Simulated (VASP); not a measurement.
**VASP 6.6.1 run: NaSrCl₃**

INCAR

```
EDIFF = 1E-7
LREAL = .FALSE.
LASPH = .TRUE.
ISMEAR = -1
SIGMA = 0.02
NBANDS = 27
PREC = Accurate
NSW = 0
ISYM = -1
IBRION = -1
LCHARG = .FALSE.
GGA = PE
ENCUT = 700
LWAVE = .FALSE.
ISIF = 2
NELM = 120
```

KPOINTS

```
KPOINTS created by Atomic Simulation Environment
0
Gamma
4 4 4
0 0 0
```

POSCAR

```
Na Sr Cl
 1.0000000000000000
     5.9065317510000002    0.0000000000000000    0.0000000000000000
     0.0000000000000000    5.9065317510000002    0.0000000000000000
     0.0000000000000000    0.0000000000000000    5.9065317510000002
 Na  Sr  Cl
   1   1   3
Cartesian
  0.0000000000000000  0.0000000000000000  0.0000000000000000
  2.9532658755000001  2.9532658755000001  2.9532658755000001
  2.9532658755000001  2.9532658755000001  0.0000000000000000
  2.9532658755000001  0.0000000000000000  2.9532658755000001
  0.0000000000000000  2.9532658755000001  2.9532658755000001
```

The recommended PBE PAW datasets give the neutral cell 38 valence electrons.

Command

```
mpirun -np 1 vasp_std
```

Question: How does this run end, and what does it give?

Answer: It converged. Results: gap between bands v and c on the k mesh 3.45 eV; least direct gap on the k mesh 3.68 eV; pressure -1.9 GPa. Band v is the last that the valence electrons fill when counted band by band, and c is the next.

OSZICAR

```
N       E                     dE             d eps       ncg     rms          rms(c)
DAV:   1     0.354497817987E+03    0.35450E+03   -0.19149E+04  3456   0.150E+03
DAV:   2     0.251058743884E+02   -0.32939E+03   -0.31396E+03  4212   0.315E+02
DAV:   3    -0.179871945166E+02   -0.43093E+02   -0.42886E+02  4778   0.111E+02
DAV:   4    -0.195291181465E+02   -0.15419E+01   -0.15369E+01  5418   0.222E+01
DAV:   5    -0.195841400403E+02   -0.55022E-01   -0.54993E-01  5617   0.260E+00    0.133E+01
DAV:   6    -0.184881926637E+02    0.10959E+01   -0.19299E+00  4251   0.557E+00    0.898E+00
DAV:   7    -0.182657603810E+02    0.22243E+00   -0.88383E-01  4684   0.396E+00    0.294E+00
DAV:   8    -0.182310211542E+02    0.34739E-01   -0.11421E-01  4494   0.164E+00    0.664E-01
DAV:   9    -0.182279316134E+02    0.30895E-02   -0.74316E-03  4480   0.454E-01    0.269E-01
DAV:  10    -0.182257563674E+02    0.21752E-02   -0.12377E-02  3679   0.613E-01    0.972E-02
DAV:  11    -0.182259416158E+02   -0.18525E-03   -0.64212E-04  5341   0.142E-01    0.652E-02
DAV:  12    -0.182260420629E+02   -0.10045E-03   -0.74296E-05  4428   0.548E-02    0.228E-02
DAV:  13    -0.182260610817E+02   -0.19019E-04   -0.37977E-05  3959   0.305E-02    0.589E-03
DAV:  14    -0.182260623717E+02   -0.12900E-05   -0.18405E-06  4934   0.790E-03    0.576E-03
DAV:  15    -0.182260622533E+02    0.11840E-06   -0.41583E-07  3718   0.292E-03    0.148E-03
DAV:  16    -0.182260624458E+02   -0.19246E-06   -0.34330E-08  3098   0.112E-03    0.592E-04
DAV:  17    -0.182260624592E+02   -0.13442E-07   -0.78006E-09  2284   0.590E-04
   1 F= -.18226062E+02 E0= -.18226062E+02  d E =-.451995E-11
```

For comparison, a separate PBE run of the intended cell, on usual settings and not on those above, gives a gap of 3.45 eV on its mesh and a pressure of -2.0 GPa.
